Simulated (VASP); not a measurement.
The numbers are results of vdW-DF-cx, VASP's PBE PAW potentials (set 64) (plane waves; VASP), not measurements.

VASP input:

KPOINTS:
```
Automatic mesh
0
Gamma
15 15 15
0 0 0
```

INCAR:
```
! general
SYSTEM    =  Li
PREC      =  Accurate
ENCUT     =  520
LREAL     =  .FALSE.
LASPH     =  .TRUE.

! electronic loop
EDIFF     =  1E-7
NELM      =  100
ALGO      =  Normal

! smearing
ISMEAR    =  1
SIGMA     =  0.1

! functional
GGA       =  CX
LUSE_VDW  =  .TRUE.
AGGAC     =  0.0

! ions
ISIF      =  2

! output
LWAVE     =  .FALSE.
LCHARG    =  .FALSE.
```

POSCAR:
```
Li
1
   -1.7036224758     1.7036224758     1.7036224758
    1.7036224758    -1.7036224758     1.7036224758
    1.7036224758     1.7036224758    -1.7036224758
Li
1
Direct
  0.0000000000   0.0000000000   0.0000000000
```

POTCAR, in this order: Li_sv (PBE.64 set). Program: vasp_std.

The resulting files:

### OSZICAR
```
       N       E                     dE             d eps       ncg     rms          rms(c)
DAV:   1     0.162134458757E+01    0.16213E+01   -0.70058E+02  1210   0.410E+02
DAV:   2    -0.883267660969E+00   -0.25046E+01   -0.23383E+01  1665   0.605E+01
DAV:   3    -0.100137100470E+01   -0.11810E+00   -0.11721E+00  1510   0.917E+00
DAV:   4    -0.100518694789E+01   -0.38159E-02   -0.38149E-02  1540   0.130E+00
DAV:   5    -0.100522086939E+01   -0.33922E-04   -0.33921E-04  1520   0.124E-01    0.244E-01
DAV:   6    -0.100388351669E+01    0.13374E-02   -0.41597E-04  1275   0.283E-01    0.151E-01
DAV:   7    -0.100350862649E+01    0.37489E-03   -0.12845E-03  1270   0.511E-01    0.230E-02
DAV:   8    -0.100353269681E+01   -0.24070E-04   -0.24938E-04  1480   0.188E-01    0.644E-03
DAV:   9    -0.100352865364E+01    0.40432E-05   -0.37387E-06  1575   0.213E-02    0.225E-03
DAV:  10    -0.100352651003E+01    0.21436E-05   -0.64870E-07  1210   0.104E-02    0.284E-03
DAV:  11    -0.100352827324E+01   -0.17632E-05   -0.73314E-08  1360   0.329E-03    0.771E-04
DAV:  12    -0.100352853165E+01   -0.25841E-06   -0.10233E-08   650   0.131E-03    0.908E-05
DAV:  13    -0.100352840580E+01    0.12585E-06   -0.29676E-09   630   0.633E-04    0.436E-05
DAV:  14    -0.100352838322E+01    0.22576E-07   -0.64525E-10   605   0.304E-04
   1 F= -.10035284E+01 E0= -.10034996E+01  d E =-.864015E-04
```

**OUTCAR**
```
------------------------ aborting loop because EDIFF is reached ----------------------------------------
  FORCE on cell =-STRESS in cart. coord.  units (eV):
  Direction    XX          YY          ZZ          XY          YZ          ZX
  --------------------------------------------------------------------------------------
  Total        0.1084416      0.1084416      0.1084416     -0.0000000      0.0000000      0.0000000
  in kB        8.7846869      8.7846869      8.7846869     -0.0000000      0.0000000      0.0000000
  external PRESSURE =       8.7846869 kB  Pullay stress =       0.0000000 kB
  volume of cell :       19.78
      direct lattice vectors                 reciprocal lattice vectors
    -1.703622476  1.703622476  1.703622476     0.000000000  0.293492254  0.293492254
     1.703622476 -1.703622476  1.703622476     0.293492254  0.000000000  0.293492254
     1.703622476  1.703622476 -1.703622476     0.293492254  0.293492254  0.000000000
 POSITION                                       TOTAL-FORCE (eV/Angst)
 -----------------------------------------------------------------------------------
      0.00000      0.00000      0.00000        -0.000000      0.000000      0.000000
 -----------------------------------------------------------------------------------
    total drift:                               -0.000000     -0.000000      0.000000
  FREE ENERGIE OF THE ION-ELECTRON SYSTEM (eV)
  ---------------------------------------------------
  free  energy   TOTEN  =        -1.0035283832 eV

  energy  without entropy=       -1.0034419818  energy(sigma->0) =       -1.00349958
```
(Selected blocks of OUTCAR.)

The compound is Li in the bcc structure. This cell is one point of a volume scan, at 0.94 of the reference volume.
